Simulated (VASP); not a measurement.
Energy against volume of Cu (fcc). Computed with vdW-DF-cx, VASP's PBE PAW potentials (set 64) (plane waves; VASP).

| V (Å³/atom) | E (eV/atom) |
|---|---|
| 10.795 | -1.01547 |
| 11.139 | -1.03267 |
| 11.484 | -1.03765 |
| 11.828 | -1.03241 |
| 12.173 | -1.01861 |

Task: Fit a third-order Birch-Murnaghan equation of state.

Result: 
| Item | Result |
|---|---|
| volume per atom | 11.47 Å³/atom |
| bulk modulus | 159 GPa |
| pressure derivative of the bulk modulus | 4.93 |
| lattice constant a | 3.580 Å |

Measured: bulk modulus 144 GPa at 0 K (computed value off by +10.2 %), as given by Daniel Mejia-Rodriguez et al., Physical Review B (2018), arXiv:1807.09216 [0 K value with the zero-point phonon effect removed]; a 3.595 Å at 0 K (computed value off by -0.4 %), as given by Gábor I. Csonka et al., Physical Review B (2009), arXiv:0903.4037 [low-temperature or extrapolated to 0 K; zero-point anharmonic expansion removed].

The compound is Cu in the fcc structure. It was relaxed first.
